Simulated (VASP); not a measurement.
Given:

```yaml
crystal:
  lattice:
    - [-3.24789, 3.24789, 1.92379]
    - [3.24789, -3.24789, 1.92379]
    - [3.24789, 3.24789, -1.92379]
  atoms:
    - { symbol: Cu, position: [0.87500, 0.03962, 0.66462] }
    - { symbol: Cu, position: [0.96038, 0.62500, 0.83538] }
    - { symbol: Cu, position: [0.37500, 0.21038, 0.33538] }
    - { symbol: Cu, position: [0.78962, 0.12500, 0.16462] }
    - { symbol: S, position: [0.25000, 0.75000, 0.50000] }
    - { symbol: S, position: [0.50000, 0.50000, 0.00000] }
```

Calculation: PBEsol GGA, VASP's PBE PAW potentials (set 64) (plane waves; VASP 6.6.1). Numerical set-up: 400 eV cut-off, 10×10×10 Γ-centred mesh, tetrahedra with Blöchl corrections, potentials Cu S.

Question: Tabulate the total density of states (states/eV per cell) against energy (eV; zero at the valence-band maximum or, without a gap, the Fermi level).

Answer: 
(E (eV), DOS (states/eV)): (-9.93, 0.00); (-9.81, 0.00); (-9.57, 0.00); (-9.46, 0.00); (-9.22, 0.00); (-9.10, 0.00); (-8.87, 0.00); (-8.75, 0.00); (-8.63, 0.00); (-8.39, 0.00); (-8.28, 0.00); (-8.04, 0.00); (-7.92, 0.00); (-7.69, 1.09); (-7.57, 2.00); (-7.45, 1.68); (-7.21, 2.03); (-7.10, 1.87); (-6.86, 2.12); (-6.74, 2.47); (-6.51, 4.25); (-6.39, 3.78); (-6.27, 2.56); (-6.04, 2.65); (-5.92, 4.65); (-5.68, 4.19); (-5.56, 4.63); (-5.33, 4.63); (-5.21, 3.09); (-5.09, 1.65); (-4.86, 5.22); (-4.74, 6.24); (-4.50, 4.00); (-4.38, 3.15); (-4.15, 2.14); (-4.03, 1.59); (-3.91, 1.90); (-3.67, 18.5); (-3.56, 7.92); (-3.32, 12.1); (-3.20, 21.3); (-2.97, 17.7); (-2.85, 19.7); (-2.61, 20.6); (-2.49, 22.4); (-2.38, 13.4); (-2.14, 20.9); (-2.02, 12.2); (-1.79, 4.41); (-1.67, 9.49); (-1.43, 6.77); (-1.31, 4.13); (-1.20, 1.40); (-0.96, 5.22); (-0.84, 6.97); (-0.61, 7.79); (-0.49, 1.41); (-0.25, 0.53); (-0.13, 0.36); (-0.02, 0.23); (0.22, 0.18); (0.34, 0.19); (0.57, 0.25); (0.69, 0.39); (0.93, 1.47); (1.05, 1.43); (1.16, 1.29); (1.40, 1.52); (1.52, 1.84); (1.75, 2.81); (1.87, 2.81); (2.11, 2.75); (2.23, 3.00); (2.34, 3.02); (2.58, 2.42); (2.70, 2.66); (2.93, 2.49); (3.05, 2.42); (3.29, 2.51); (3.41, 2.70)
Within 2 eV below the Fermi level the largest weight inside VASP's projection spheres is Cu d.

The structure comes from a computed database's Cu2S entry (I-42d); how it stands against other phases isn't given here. It was relaxed first.
